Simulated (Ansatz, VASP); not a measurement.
# Zn2SeS: VASP beside Ansatz, part 2 of 2

One calculation is typed for both programs; each brings its own data sets. How far apart do they land? The cell is taken from a series of runs on this material, whose earlier steps may have relaxed, scaled, displaced or heated it; both programs get it as it stands.

VASP 6.6.1 and Ansatz 0.2.0.

So far: The structure; VASP: zone-centre phonons, PBEsol with D4.

### 3. Ansatz: zone-centre phonons, PBEsol with D4

Level of this step: Ansatz beside VASP: Kohn-Sham DFT, plane waves, PBEsol with D4 (Ansatz).

Ansatz runs on its default PAW (the set named soft_2) files.

The same cell, functional, mesh and smearing now go to Ansatz, which takes its cutoff from its data sets.

input.yaml

```yaml
crystal:
  lattice:
    - [3.8613663361, 0.0, 0.0]
    - [0.0, 3.8613663361, 0.0]
    - [0.0, 0.0, 5.4597651621]
  atoms:
    - { symbol: Zn, position: [0.5, 0.0, 0.7635396844] }
    - { symbol: Zn, position: [0.0, 0.5, 0.2364603156] }
    - { symbol: Se, position: [0.0, 0.0, 0.5] }
    - { symbol: S, position: [0.5, 0.5, 0.0] }
total_charge: 0.04
kpoints:
  mp_grid: { grid: [10, 10, 6] }
hamiltonian:
  xc: pbesol
  dispersion: d4
scf:
  occupations: { method: fermi_dirac, width: 0.05 }
  n_extra_bands: 10
output:
  eigenvalues: true
phonons:
  method: dfpt
```

Command:

```
ansatz run input.yaml --threads 4 --pin off --max-ram 8192MiB --backend cpu --events-out ev --progress --plain --runs-dir out
```

Numbers of over 12 decimals in the logs are rounded to 6 here.

What it wrote:

```text
scf.n_extra_bands = 10 over 23 filled bands (N_el = 46.0): the run solves 33 bands
zone centre: on kpoints.mp_grid the ground state, and the responses unless they are solved on pairs of k-points, stand on 144 of the mesh's 600 k-points, reduced under 4 symmetry operations, with k and −k counted as one. Each operation leaves every solved displacement unchanged or reverses it
Engine: ansatz 0.2.0, aarch64-unknown-linux-gnu
Pseudopotentials: kind: paw
Pseudopotential: Zn, paw, valence charge 12, recommended cutoff 420 eV (normal), Zn.paw.azcp
Pseudopotential: Se, paw, valence charge 16, recommended cutoff 420 eV (normal), Se.paw.azcp
Pseudopotential: S, paw, valence charge 6, recommended cutoff 420 eV (normal), S.paw.azcp
Functional definition: PBEsol
  exchange = pbesol_x
  correlation = pbesol_c
Crystal: 4 atoms, lattice volume = 81.406 Å³
Basis set: ecut = 420 eV, 1611 PW (Γ), exchange–correlation on 54×54×80 points (8 copies of the dense FFT grid, shifted against one another)
Bands: 33, of which v1, the nominal top of the filled ones, is band 23 counted from 1 (22 counted from 0)
Symmetry: 8 space group operations
k-points: 144 of 600 (irreducible under 4 space group operations, time reversal used)
Non-local potential: Zn, projectors of the file, l = 0: 2, l = 1: 2, l = 2: 3, l = 3: 1
Non-local potential: Se, projectors of the file, l = 0: 2, l = 1: 2, l = 2: 3, l = 3: 1
Non-local potential: S, projectors of the file, l = 0: 2, l = 1: 2, l = 2: 2
PAW form: soft (Blöchl's): semilocal exchange-correlation on the pseudo side does not see the compensation charge
PAW frozen core: Zn, regenerated for the run's functional, and the local potential with it (the file was generated under x = pbe(κ = 0.804, μ = 0.219515), c = pbe(β = 0.066725))
PAW frozen core: Se, regenerated for the run's functional, and the local potential with it (the file was generated under x = pbe(κ = 0.804, μ = 0.219515), c = pbe(β = 0.066725))
PAW frozen core: S, regenerated for the run's functional, and the local potential with it (the file was generated under x = pbe(κ = 0.804, μ = 0.219515), c = pbe(β = 0.066725))
PAW one-centre angular grid: Zn, 590 points (default); XC on 64 Gauss nodes
PAW one-centre angular grid: Se, 590 points (default); XC on 64 Gauss nodes
PAW one-centre angular grid: S, 110 points (default); XC on 64 Gauss nodes
Initial density: superposition of atomic densities (neutral atoms scaled as one to the charged cell's electrons: chi_scale 0, normalization atom), corrected by the library's trained network
Initial wavefunctions: pseudopotential atomic-orbital guess
Functional: x = pbesol(κ = 0.804, μ = 0.123457), c = pbesol(β = 0.046)
SCF iter   1: F=—  HF=-12874.875950 eV  |F-HF|=—  |Δ(HF+E_count)|=         —  Δρ=4.09e-3  dr2=2.27e-2  ethr=1.77e-3  ⟨swp⟩=6.2  Hψ=22788  notcnv=0  defer=74
preconditioner: auto → Kerker (q_TF=auto, 2.480 Å⁻¹)  [metal: Δε(μ)=0.077 eV  Ē_g=13.073 eV  σ=0.050 eV  W_gap=0.36  n_scr=20 (ndim 8)  ℏωp=24.7 eV  f_vac=0.059  D(μ)=0.41/eV (n_scr^D=0)]
SCF iter   2: F=—  HF=-12874.870469 eV  |F-HF|=—  |Δ(HF+E_count)|=   5.48e-3  Δρ=2.33e-3  dr2=7.50e-3  ethr=4.95e-5  ⟨swp⟩=1.1  Hψ=5917  notcnv=0  defer=253
SCF iter   3: F=—  HF=-12874.868641 eV  |F-HF|=—  |Δ(HF+E_count)|=   1.83e-3  Δρ=4.90e-4  dr2=2.11e-4  ethr=1.63e-5  ⟨swp⟩=2.1  Hψ=6861  notcnv=0  defer=253
SCF iter   4: F=—  HF=-12874.868711 eV  |F-HF|=—  |Δ(HF+E_count)|=   6.99e-5  Δρ=4.93e-4  dr2=1.73e-4  ethr=4.59e-7  ⟨swp⟩=2.0  Hψ=7573  notcnv=0  defer=253
SCF iter   5: F=—  HF=-12874.868658 eV  |F-HF|=—  |Δ(HF+E_count)|=   5.33e-5  Δρ=1.59e-4  dr2=3.72e-5  ethr=3.76e-7  ⟨swp⟩=2.0  Hψ=6639  notcnv=0  defer=253
SCF iter   6: F=—  HF=-12874.868672 eV  |F-HF|=—  |Δ(HF+E_count)|=   1.45e-5  Δρ=8.49e-5  dr2=1.20e-5  ethr=8.10e-8  ⟨swp⟩=2.0  Hψ=7573  notcnv=0  defer=253
SCF iter   7: F=—  HF=-12874.868669 eV  |F-HF|=—  |Δ(HF+E_count)|=   3.85e-6  Δρ=6.04e-5  dr2=2.90e-6  ethr=2.62e-8  ⟨swp⟩=2.0  Hψ=7573  notcnv=0  defer=253
SCF iter   8: F=—  HF=-12874.868667 eV  |F-HF|=—  |Δ(HF+E_count)|=   1.46e-6  Δρ=1.12e-5  dr2=2.84e-7  ethr=6.30e-9  ⟨swp⟩=2.2  Hψ=6872  notcnv=0  defer=253
SCF iter   9: F=—  HF=-12874.868667 eV  |F-HF|=—  |Δ(HF+E_count)|=   7.63e-8  Δρ=6.94e-6  dr2=9.63e-8  ethr=6.17e-10  ⟨swp⟩=2.1  Hψ=6301  notcnv=0  defer=253
SCF iter  10: F=—  HF=-12874.868667 eV  |F-HF|=—  |Δ(HF+E_count)|=   4.05e-9  Δρ=2.55e-6  dr2=1.07e-8  ethr=2.10e-10  ⟨swp⟩=2.3  Hψ=5788  notcnv=0  defer=253
SCF iter  11: F=—  HF=-12874.868667 eV  |F-HF|=—  |Δ(HF+E_count)|=   2.54e-9  Δρ=1.28e-6  dr2=2.25e-9  ethr=2.33e-11  ⟨swp⟩=2.4  Hψ=5802  notcnv=0  defer=253
SCF iter  12: F=—  HF=-12874.868667 eV  |F-HF|=—  |Δ(HF+E_count)|=  9.30e-10  Δρ=3.20e-7  dr2=8.81e-11  ethr=4.90e-12  ⟨swp⟩=2.0  Hψ=6548  notcnv=0  defer=253
SCF iter  13: F=-12874.868667 eV  HF=-12874.868667 eV  |F-HF|=0.00e0  |Δ(HF+E_count)|=  5.82e-11  Δρ=8.39e-8  dr2=9.53e-12  ethr=1.00e-12  ⟨swp⟩=9.2  Hψ=28207  notcnv=0
SCF 1 converged in 13 iterations: F = -12874.868667 eV  dr2 = 9.53e-12
  greatest PAW one-centre occupation: 1.000 electrons in one spin orbital (limit 2), on the Se atom at site 2 (counted from 0), in its partial waves of l = 2
DFPT response loops at Γ: preconditioner auto → Kerker (q_TF=auto, 2.480 Å⁻¹) (partly filled bands, converged f_vac=0.048); β = 1.00, the filter's whole step (`scf.mixing.beta` (0.50) is not read by the response loops under this deck's `scf.mixing.preconditioner`; to damp them name `kerker` or `kerker_dos`, under which they read `scf.mixing.beta`, and type it under 1.00, their step now; both keys bind the ground state too); Broyden in place of MSR1
SCF converged after 13 iterations
Free energy (F): -12874.868667 eV
Harris-Foulkes:  -12874.868667 eV  (|F-HF|=0.00e0)
Internal energy: -12874.865214 eV  (E = F + TS)
E sigma→0 (E₀):  -12874.866941 eV
Entropy (-TS):   -0.003453 eV (-0.863 meV/atom)
Fermi energy:    6.716209 eV
--- Per-component energies (eV) ---
  E_band       = -365.040173
  E_kinetic    = 489.354657
  E_local      = -6508.129887  (includes V_loc(G=0)·N_el)
  E_nonlocal   = 665.825224
  E_hartree    = 2928.614784
  E_xc         = -471.447208
  E_vxc        = -291.366004  (∫ρ·V_xc dr)
  E_paw        = -6033.075774  (= ΣΔE_a)
  E_vpaw       = -577.952342  (= ΣTr[D̂ρ^β])
  E_aug_tail   = -0.001306  (compensation charges beyond the density's cutoff)
  E_ewald      = -3947.924479
  E_disp       = -0.746335  (pairwise vdW)
  E_core_change = 2.665110  (= ΣΔE_core)
  E_smearing   = -0.003453  (= −TS)
  E_closure    = 0.000000  (closes the sum)
  E_deformation_potential = 0.508449  (in the stress; not in F)
  Σ components = -12874.868667   (vs F -12874.868667, Δ=0.00e0)
--- Band table (eV; the first three rows and the last of 144) ---
  k-point 0: bands = [... 19 lower, 4.3453, 6.7533, 6.8167, 6.8167, 8.4574, 9.7724, 10.4003, 12.7745, ... 6 higher]
  k-point 1: bands = [... 19 lower, 4.4666, 6.0674, 6.6082, 6.6082, 9.1801, 9.9306, 10.5335, 12.4261, ... 6 higher]
  k-point 2: bands = [... 19 lower, 4.7903, 4.9941, 6.1275, 6.1275, 10.0875, 10.5459, 10.8360, 11.6926, ... 6 higher]
  k-point 143: bands = [... 19 lower, 3.7174, 3.8378, 3.8378, 3.9144, 12.1845, 12.2807, 12.6621, 12.6621, ... 6 higher]
--- Phonons (Γ-DFPT): 7 representative perturbations + reference, on 144 of 600 k-points (Σ response iterations 23) ---
  k mesh reduced under 4 symmetry operations, with k and −k counted as one. Each operation leaves every solved displacement unchanged or reverses it
  ASR residual: 2.771e-5 → 0.000e0 eV/Å²; symmetrization residual: 6.315e-6 eV/Å²
  pairwise dispersion correction: d4 (s6 = 1.0, s8 = 1.71885698, s9 = 1.0, a1 = 0.47901421, a2_bohr = 5.96771589), with the weights of each atom's references fixed at the reference crystal's, and the forces and stress that the weights' published response gives there kept as a pressure on the atom's counted neighbours (hamiltonian.dispersion)
  ASR residual per site (eV/Å²): 2.03e-5 2.03e-5 2.77e-5 2.53e-5
  Γ frequencies (cm⁻¹): 0.00 0.00 0.00 77.02 77.02 207.98 217.21 223.22 223.22 292.45 295.14 295.14
  non-analytic LO–TO correction: not included (Born effective charges unavailable; polar crystals: no LO–TO splitting at Γ)
```

In the SCF lines HF is the Harris–Foulkes energy and dr2 the Hartree energy of the density residual, in eV; the loop may stop once dr2 is under the threshold and the program's other checks hold. Hψ counts applications of the Hamiltonian.

### 4. Comparison

Known differences besides the potentials themselves: the cutoff is 420 eV in Ansatz and 500 eV in VASP; Ansatz makes its cores anew for this functional, VASP keeps those of its PBE data sets; Ansatz takes the dispersion share of the force constants at frozen C6 weights, VASP differentiates the full forces; VASP uses finite displacements, Ansatz perturbation theory. Total energies have different zeros and are not compared.

Compared:

```tsv
quantity	Ansatz	VASP	difference
optical mode 1 to 2 (cm⁻¹)	77.0	73.5	+4.84 %
optical mode 3 (cm⁻¹)	208.0	208.1	-0.06 %
optical mode 4 (cm⁻¹)	217.2	218.2	-0.46 %
optical mode 5 to 6 (cm⁻¹)	223.2	224.3	-0.50 %
optical mode 7 (cm⁻¹)	292.4	293.0	-0.17 %
optical mode 8 to 9 (cm⁻¹)	295.1	295.7	-0.20 %
```

Modes are paired by rising frequency, not by their patterns, so a pair may set unlike modes beside each other; they are those without the splitting of longitudinal modes. The cell carries a charge of +0.04 e against a uniform background, so its pressure also hangs on how the neutralising background is counted, and in a defect's cell a gap may be the spacing between its levels.

### 5. Summary of results

```yaml
r_m_s_difference_of_the_optical_zone_centre_modes_each_program_s_sorted_by_frequency_zone_centre_phonons_pbesol_with_d4: 1.8 cm⁻¹
difference_in_optical_mode_1_to_2_zone_centre_phonons_pbesol_with_d4: +4.8 %
```

The r.m.s. difference of the optical zone-centre modes, each program's sorted by frequency is 1.8 cm⁻¹ (zone-centre phonons, PBEsol with D4). The data sets hold unlike numbers of valence electrons (45.96 in Ansatz and 35.96 in VASP), so part of the differences comes from the potentials. Among the rows given in per cent, the largest difference of the zone-centre phonons, PBEsol with D4 pair is in optical mode 1 to 2, +4.8 %. Such differences can come from data sets, numerical settings and the points named under the comparisons, not from the functional's error against experiment.

[Lines on the potential files, build, host, timing and source positions are cut from VASP's logs without a mark.]

[Logs are printed without paths, hosts, clocks, repeated set-up lines and the standing remarks that a program may print on its own settings, such as how far it seeks lower states.]

[Hosts, paths, dates, database ids (printed as entryN), source tags and the programs' standing remarks are cut or masked in the printed files.]
